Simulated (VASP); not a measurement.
An input for Ansatz (written as the equivalent of a VASP run, and not itself run):

Ansatz 0.2 input:
```yaml
crystal:
  lattice:
    - [3.1107570, 0.0000000, 0.0000000]
    - [-1.5553790, 2.6939940, 0.0000000]
    - [0.0000000, 0.0000000, 4.9883630]
  atoms:
    - { symbol: Al, position: [0.6666670, 0.3333330, 0.4992900] }
    - { symbol: Al, position: [0.3333330, 0.6666670, 0.9992900] }
    - { symbol: N, position: [0.6666670, 0.3333330, 0.8807100] }
    - { symbol: N, position: [0.3333330, 0.6666670, 0.3807100] }
kpoints:
  mp_grid: { grid: [14, 14, 9] }
hamiltonian:
  xc: revpbe
  pseudopotentials: { kind: paw }
scf:
  occupations: { method: fermi_dirac, width: 0.05 }
  max_iter: 100
output: { forces: true, stress: true, eigenvalues: true }
```

Write the VASP files for the same calculation (revPBE).

One answer among several that fit: 
### INCAR
```
ENCUT  =  560
LREAL  =  .FALSE.   # projection in real space or not
NELM  =  100   # most electronic steps
LCHARG  =  .FALSE.
SIGMA  =  0.05   # width (eV)
ISMEAR  =  -1
LASPH  =  .TRUE.   # aspherical one-centre terms
ISIF  =  2
ALGO  =  Normal   # blocked Davidson
PREC  =  Accurate
SYSTEM  =  AlN
EDIFF  =  1E-09   # SCF stop (eV)
LWAVE  =  .FALSE.
GGA  =  RE   # revPBE
```

POSCAR:
```
AlN
4.9883630
  0.6236027731   0.0000000000   0.0000000000
 -0.3118014868   0.5400557257   0.0000000000
  0.0000000000   0.0000000000   1.0000000000
Al N
2 2
Cartesian
  0.3118016649   0.1800183952   0.4992900000
 -0.0000003786   0.3600373305   0.9992900000
  0.3118016649   0.1800183952   0.8807100000
 -0.0000003786   0.3600373305   0.3807100000
```

### KPOINTS
```
Automatic mesh
0
Gamma
14 14 9
0 0 0
```

POTCAR, in this order: Al N (PBE.64 set). Program: vasp_std.

The two are equivalent in intent, not identical: each code has its own PAW files, so the cut-off isn't converted (ENCUT is set for VASP's; basis.ecutwfc is left out, and Ansatz then takes the one that its files recommend); Ansatz stops its SCF on the density residual and VASP on the energy change (EDIFF).

The structure comes from a computed database's AlN entry; how it stands against other phases isn't given here. The cell was not relaxed at this level. The run is one of a series of settings (EDIFF = 1E-09, ENCUT = 560, KPOINTS 14×14×9 Γ-centred mesh against the base run), some of them coarse on purpose.
